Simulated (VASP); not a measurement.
Shape and ions are relaxed at each volume.

Here is the system:

Space group P4/mmm (No. 123); a = 2.8143 Å, b = 2.8143 Å, c = 4.0455 Å, α = 90.00°, β = 90.00°, γ = 90.00°

| atom | site | symmetry | x | y | z |
|---|---|---|---|---|---|
| Ti | 1a | 4/mmm | 0.0000 | 0.0000 | 0.0000 |
| Al | 1d | 4/mmm | 0.5000 | 0.5000 | 0.5000 |

Method: SCAN meta-GGA, VASP's PBE PAW potentials (set 64) (plane waves; VASP). Settings: 520 eV cut-off, 13×13×9 Γ-centred mesh, first-order Methfessel-Paxton smearing of 0.10 eV, potentials Ti_sv Al.

Question: Give the energy at these volumes per atom, relative to the lowest: 15.08, 15.56, 16.04, 16.52, 17.00 Å³.

Answer: 22.9, 5.3, 0.0, 5.5, 20.3 meV/atom. A third-order Birch-Murnaghan fit gives B0 = 120 GPa and B0′ = 3.8.

The compound is TiAl in the L1_0 structure. It was relaxed first.
